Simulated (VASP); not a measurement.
OSZICAR of a VASP run on NaF (rock salt):

**OSZICAR**
```
       N       E                     dE             d eps       ncg     rms          rms(c)
DAV:   1     0.111962891266E+03    0.11196E+03   -0.83483E+03  1060   0.159E+03
DAV:   2    -0.376262910114E+01   -0.11573E+03   -0.10774E+03  1139   0.374E+02
DAV:   3    -0.935759811799E+01   -0.55950E+01   -0.55788E+01  1187   0.842E+01
DAV:   4    -0.940785977079E+01   -0.50262E-01   -0.50256E-01  1124   0.869E+00
DAV:   5    -0.940840100092E+01   -0.54123E-03   -0.54122E-03  1184   0.905E-01    0.544E+00
DAV:   6    -0.852610010272E+01    0.88230E+00   -0.37140E+00  1281   0.195E+01    0.178E+00
DAV:   7    -0.851695378180E+01    0.91463E-02   -0.28266E-02  1055   0.254E+00    0.104E+00
DAV:   8    -0.851820663711E+01   -0.12529E-02   -0.25798E-02  1040   0.388E+00    0.112E-01
DAV:   9    -0.851889910231E+01   -0.69247E-03   -0.32796E-03  1181   0.653E-01    0.717E-02
DAV:  10    -0.851884605146E+01    0.53051E-04   -0.40343E-04  1064   0.316E-01    0.107E-02
DAV:  11    -0.851884810751E+01   -0.20561E-05   -0.11244E-05  1166   0.487E-02    0.182E-03
DAV:  12    -0.851884818359E+01   -0.76075E-07   -0.79788E-07  1058   0.115E-02
   1 F= -.88907524E+01 E0= -.88907524E+01  d E =-.899802E-11
```

Problem. Which electronic solver shows in the log?

Solution. It is blocked Davidson (ALGO = Normal, or the opening steps of other solvers). The INCAR had ALGO = Normal.

Problem. Can the final energy be trusted as converged?

Solution. The run converged. It stopped with EDIFF = 1E-7, NELM = 100 (PBE GGA with D3 dispersion (Becke-Johnson damping), plane waves, VASP's PBE PAW potentials (set 64)).

The compound is NaF in the rock salt structure. This cell is one point of a volume scan, at 0.94 of the reference volume.
